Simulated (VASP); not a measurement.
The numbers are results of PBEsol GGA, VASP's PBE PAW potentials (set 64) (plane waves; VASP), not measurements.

VASP ran on this input.

INCAR:
```
! general
SYSTEM   =  Ba2HfO4
PREC     =  Accurate
ENCUT    =  400
LREAL    =  F
LASPH    =  T

! electronic loop
EDIFF    =  1E-6
NELM     =  100
ALGO     =  Normal
LMAXMIX  =  6

! smearing
ISMEAR   =  0
SIGMA    =  0.01

! functional
GGA      =  PS

! ions
ISIF     =  2

! output
LWAVE    =  F
LCHARG   =  F
```

POSCAR:
```
Ba2HfO4
1
   -2.0802950000     2.0802950000     6.7778950000
    2.0802950000    -2.0802950000     6.7778950000
    2.0802950000     2.0802950000    -6.7778950000
Ba Hf O
2 1 4
Direct
  0.3525600000   0.3525600000   0.0000000000
  0.6474400000   0.6474400000   0.0000000000
  0.0000000000   0.0000000000   0.0000000000
  0.5000000000   0.0000000000   0.5000000000
  0.0000000000   0.5000000000   0.5000000000
  0.1546100000   0.1546100000   0.0000000000
  0.8453900000   0.8453900000   0.0000000000
```

KPOINTS:
```
Automatic mesh
0
Gamma
1 1 1
0 0 0
```

POTCAR, in this order: Ba_sv Hf_pv O (PBE.64 set). Program: vasp_std.

Output of the run:

### OUTCAR
```
 ion  position               nearest neighbor table
   1  0.353  0.353  0.000-   6 2.68   4 2.88   5 2.88   4 2.88   5 2.88   7 2.94   7 2.94   7 2.94
                             7 2.94   3 3.56   3 3.56   3 3.56   3 3.56   2 4.00   2 4.05   2 4.05
   2  0.647  0.647  0.000-   7 2.68   5 2.88   4 2.88   4 2.88   5 2.88   6 2.94   6 2.94   6 2.94
                             6 2.94   3 3.56   3 3.56   3 3.56   3 3.56   1 4.00   1 4.05   1 4.05
   3  0.000  0.000  0.000-   4 2.08   5 2.08   5 2.08   4 2.08   6 2.10   7 2.10   2 3.56   1 3.56
                             2 3.56   1 3.56   2 3.56   1 3.56   2 3.56   1 3.56
   4  0.500  0.000  0.500-   3 2.08   3 2.08   2 2.88   2 2.88   1 2.88   1 2.88
   5  0.000  0.500  0.500-   3 2.08   3 2.08   2 2.88   2 2.88   1 2.88   1 2.88
   6  0.155  0.155  0.000-   3 2.10   1 2.68   2 2.94   2 2.94   2 2.94   2 2.94
   7  0.845  0.845  0.000-   3 2.10   2 2.68   1 2.94   1 2.94   1 2.94   1 2.94
  LATTYP: Found a body centered tetragonal cell.
 ALAT       =     4.1605900000
 C/A-ratio  =     3.2581412732
 Subroutine PRICEL returns:
 Original cell was already a primitive cell.
 Subroutine GETGRP returns: Found 16 space group operations
The static configuration has the point symmetry D_4h.
The dynamic configuration has the point symmetry D_4h.
 Subroutine INISYM returns: Found 16 space group operations
 Subroutine IBZKPT returns following result:
 Found      1 irreducible k-points:

 Following reciprocal coordinates:
            Coordinates               Weight
  0.000000  0.000000  0.000000      1.000000
   k-points           NKPTS =      1   k-points in BZ     NKDIM =      1   number of bands    NBANDS=     32
   number of dos      NEDOS =    301   number of ions     NIONS =      7
   total plane-waves  NPLWV = 110592
   dimension x,y,z NGX =    48 NGY =   48 NGZ =   48
   dimension x,y,z NGXF=    96 NGYF=   96 NGZF=   96
   ions per type =               2   1   4
   PREC   = accura    normal or accurate (medium, high low for compatibility)
   ISTART =      0    job   : 0-new  1-cont  2-samecut
   ICHARG =      2    charge: 1-file 2-atom 10-const
   ISPIN  =      1    spin polarized calculation?
   LNONCOLLINEAR =      F non collinear calculations
   LSORBIT =      F    spin-orbit coupling
   INIWAV =      1    electr: 0-lowe 1-rand  2-diag
   ENCUT  =  400.0 eV  29.40 Ry    5.42 a.u.  12.05 12.05 12.05*2*pi/ulx,y,z
...
```

File OSZICAR:
```
       N       E                     dE             d eps       ncg     rms          rms(c)
DAV:   1     0.322540780818E+03    0.32254E+03   -0.24988E+04    64   0.129E+03
DAV:   2    -0.388440682164E+02   -0.36138E+03   -0.35465E+03    96   0.307E+02
DAV:   3    -0.587026548258E+02   -0.19859E+02   -0.19789E+02    80   0.755E+01
DAV:   4    -0.590681722241E+02   -0.36552E+00   -0.36524E+00   104   0.959E+00
DAV:   5    -0.590696453747E+02   -0.14732E-02   -0.14726E-02    80   0.655E-01    0.863E+01
DAV:   6    -0.472141370887E+02    0.11856E+02   -0.68854E+01    64   0.384E+01    0.883E+01
DAV:   7    -0.470916091597E+02    0.12253E+00   -0.35777E+00    88   0.101E+01    0.706E+01
DAV:   8    -0.469174408750E+02    0.17417E+00   -0.20312E+00    64   0.913E+00    0.189E+01
DAV:   9    -0.468138605729E+02    0.10358E+00   -0.51421E-01    64   0.375E+00    0.109E+00
DAV:  10    -0.468164462533E+02   -0.25857E-02   -0.20562E-02    96   0.624E-01    0.517E-01
DAV:  11    -0.468176982772E+02   -0.12520E-02   -0.54868E-03    64   0.402E-01    0.426E-01
DAV:  12    -0.468177379690E+02   -0.39692E-04   -0.91924E-04    80   0.167E-01    0.227E-01
DAV:  13    -0.468178128819E+02   -0.74913E-04   -0.94332E-05    72   0.520E-02    0.745E-02
DAV:  14    -0.468178902342E+02   -0.77352E-04   -0.79105E-05    80   0.458E-02    0.108E-02
DAV:  15    -0.468178981539E+02   -0.79197E-05   -0.11069E-05    64   0.175E-02    0.957E-03
DAV:  16    -0.468178983009E+02   -0.14697E-06   -0.62145E-07    56   0.432E-03
   1 F= -.46817898E+02 E0= -.46817898E+02  d E =-.282856E-75
```

OUTCAR:
```
------------------------ aborting loop because EDIFF is reached ----------------------------------------
  FORCE on cell =-STRESS in cart. coord.  units (eV):
  Direction    XX          YY          ZZ          XY          YZ          ZX
  --------------------------------------------------------------------------------------
  Total       24.5672346     24.5672346    -21.0160425      0.0000000     -0.0000000      0.0000000
  in kB      335.4765569    335.4765569   -286.9834435      0.0000000     -0.0000000      0.0000000
  external PRESSURE =     127.9898901 kB  Pullay stress =       0.0000000 kB
  volume of cell :      117.33
      direct lattice vectors                 reciprocal lattice vectors
    -2.080295000  2.080295000  6.777895000     0.000000000  0.240350527  0.073769216
     2.080295000 -2.080295000  6.777895000     0.240350527  0.000000000  0.073769216
     2.080295000  2.080295000 -6.777895000     0.240350527  0.240350527  0.000000000
 POSITION                                       TOTAL-FORCE (eV/Angst)
 -----------------------------------------------------------------------------------
      0.00000      0.00000      4.77923        -0.000000     -0.000000      2.236248
      0.00000      0.00000      8.77656         0.000000      0.000000     -2.236248
      0.00000      0.00000      0.00000         0.000000      0.000000      0.000000
      0.00000      2.08030      0.00000         0.000000      0.000000      0.000000
      2.08030      0.00000      0.00000         0.000000      0.000000      0.000000
      0.00000      0.00000      2.09586         0.000000      0.000000     -2.407782
      0.00000      0.00000     11.45993         0.000000      0.000000      2.407782
 -----------------------------------------------------------------------------------
    total drift:                                0.000000      0.000000      0.000000
  FREE ENERGIE OF THE ION-ELECTRON SYSTEM (eV)
  ---------------------------------------------------
  free  energy   TOTEN  =       -46.8178983009 eV

  energy  without entropy=      -46.8178983009  energy(sigma->0) =      -46.81789830
```
(Selected blocks of OUTCAR.)

At this cut-off the stress carries a Pulay error, which pulls relaxed volumes low.

The structure comes from a computed database's Ba2HfO4 entry; how it stands against other phases isn't given here. The cell was not relaxed at this level. The k-mesh is coarse (spacing up to 2.14 per Å, 2π included), so the numbers may not be converged in it. The run is one of a series of settings (KPOINTS 1×1×1 Γ-centred mesh against the base run), some of them coarse on purpose.
